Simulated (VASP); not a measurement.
Calculation: PBE GGA, VASP's PBE PAW potentials (set 64) (plane waves; VASP).

VASP ran on this input.

KPOINTS:
```
Automatic mesh
0
Monkhorst-Pack
5 5 5
0 0 0
```

**INCAR**
```
LMAXMIX = 4   ! l cut-off of mixed one-centre charges
LREAL = F
ISMEAR = 1
SYSTEM = CoGa
NELM = 100
ALGO = Normal
GGA = PE
LWAVE = F
PREC = Accurate
ENCUT = 400   ! plane-wave cut-off (eV)
SIGMA = 0.1
ISIF = 2
LASPH = T
LCHARG = F
EDIFF = 1E-6   ! SCF stop (eV)
```

**POSCAR**
```
CoGa
1
    2.9003230000     0.0000000000     0.0000000000
    0.0000000000     2.8067550000     0.0000000000
    0.0000000000     0.0000000000     2.9057460000
Ga Co
1 1
Direct
  0.5000000000   0.5000000000   0.5000000000
  0.0155090000   0.0000000000   0.0000000000
```

POTCAR, in this order: Ga_d Co (PBE.64 set). Program: vasp_std.

What VASP printed:

### OSZICAR
```
       N       E                     dE             d eps       ncg     rms          rms(c)
DAV:   1     0.907357453551E+02    0.90736E+02   -0.95721E+03   866   0.226E+03
DAV:   2    -0.718705346761E+01   -0.97923E+02   -0.96016E+02   859   0.327E+02
DAV:   3    -0.113794670074E+02   -0.41924E+01   -0.41833E+01   915   0.749E+01
DAV:   4    -0.114394958232E+02   -0.60029E-01   -0.60022E-01  1083   0.835E+00
DAV:   5    -0.114408658948E+02   -0.13701E-02   -0.13701E-02  1020   0.108E+00    0.971E+00
DAV:   6    -0.125471488258E+02   -0.11063E+01   -0.23166E+01   877   0.639E+01    0.115E+01
DAV:   7    -0.104986350374E+02    0.20485E+01   -0.96077E+00   845   0.473E+01    0.164E+00
DAV:   8    -0.104880832079E+02    0.10552E-01   -0.24096E-01   922   0.522E+00    0.702E-01
DAV:   9    -0.104810107034E+02    0.70725E-02   -0.24774E-02  1012   0.252E+00    0.127E-01
DAV:  10    -0.104807327026E+02    0.27800E-03   -0.83777E-04  1119   0.391E-01    0.701E-02
DAV:  11    -0.104807123095E+02    0.20393E-04   -0.11945E-04  1106   0.180E-01    0.195E-02
DAV:  12    -0.104807117439E+02    0.56563E-06   -0.73336E-06  1067   0.405E-02
   1 F= -.10480712E+02 E0= -.10480538E+02  d E =-.520014E-03
```

OUTCAR:
```
------------------------ aborting loop because EDIFF is reached ----------------------------------------
  FORCE on cell =-STRESS in cart. coord.  units (eV):
  Direction    XX          YY          ZZ          XY          YZ          ZX
  --------------------------------------------------------------------------------------
  Total        0.0279672      0.6489589      0.0622258      0.0000000      0.0000000      0.0000000
  in kB        1.8943098     43.9561090      4.2147556      0.0000000      0.0000000      0.0000000
  external PRESSURE =      16.6883915 kB  Pullay stress =       0.0000000 kB
  volume of cell :       23.65
      direct lattice vectors                 reciprocal lattice vectors
     2.900323000  0.000000000  0.000000000     0.344789184  0.000000000  0.000000000
     0.000000000  2.806755000  0.000000000     0.000000000  0.356283324  0.000000000
     0.000000000  0.000000000  2.905746000     0.000000000  0.000000000  0.344145703
 POSITION                                       TOTAL-FORCE (eV/Angst)
 -----------------------------------------------------------------------------------
      1.45016      1.40338      1.45287         0.293980      0.000000      0.000000
      0.04498      0.00000      0.00000        -0.293980      0.000000      0.000000
 -----------------------------------------------------------------------------------
    total drift:                                0.000175      0.000000     -0.000005
  FREE ENERGIE OF THE ION-ELECTRON SYSTEM (eV)
  ---------------------------------------------------
  free  energy   TOTEN  =       -10.4807117439 eV

  energy  without entropy=      -10.4801917299  energy(sigma->0) =      -10.48053841
```
(Selected blocks of OUTCAR.)

### OUTCAR
```
 val. band max:        9.8462710153   @ k =   0.4000   0.0000   0.4000

 cond. band min:       9.9491090570   @ k =   0.0000   0.4000   0.4000


 Fermi energy:         9.9440864186

 k-point     1 :       0.0000    0.0000    0.0000
  band No.  band energies     occupation
      1      -5.3302      2.00000
      2      -5.2886      2.00000
      3      -4.9633      2.00000
      4      -4.9478      2.00000
      5      -4.9468      2.00000
      6      -2.2520      2.00000
      7       7.3267      2.00000
      8       7.3359      2.00000
      9       9.1054      2.00000
     10       9.2048      2.00000
     11       9.2083      2.00000
     12      14.6978      0.00000
     13      14.7764      0.00000
     14      15.9517      0.00000
     15      20.7370      0.00000

 k-point     2 :       0.2000    0.0000    0.0000
  band No.  band energies     occupation
      1      -5.3053      2.00000
      2      -5.2082      2.00000
      3      -4.9950      2.00000
      4      -4.9771      2.00000
      5      -4.9406      2.00000
      6      -1.5061      2.00000
      7       6.9543      2.00000
      8       7.4061      2.00000
      9       8.6696      2.00000
     10       8.8517      2.00000
     11       9.2059      2.00000
     12      11.5446     -0.00000
     13      15.9611      0.00000
     14      17.1342      0.00000
     15      21.0011      0.00000

 k-point     3 :       0.4000    0.0000    0.0000
  band No.  band energies     occupation
      1      -5.2739      2.00000
      2      -5.0799      2.00000
      3      -5.0462      2.00000
      4      -5.0261      2.00000
      5      -4.9289      2.00000
      6       0.6622      2.00000
      7       4.2572      2.00000
      8       7.5259      2.00000
      9       8.1282      2.00000
     10       8.3802      2.00000
     11       9.2076      2.00000
     12       9.9868      0.34511
     13      18.9210      0.00000
     14      19.9961      0.00000
     15      21.3539      0.00000
...
```

The compound is CoGa in the CsCl type structure. The cell was not relaxed at this level, atoms are displaced from their ideal sites. The k-mesh is coarse (spacing up to 0.45 per Å, 2π included), so the numbers may not be converged in it. The run is one of a series of settings (KPOINTS 5×5×5 Monkhorst-Pack mesh against the base run), some of them coarse on purpose. The run is not spin-polarised, so no magnetic state was tried.
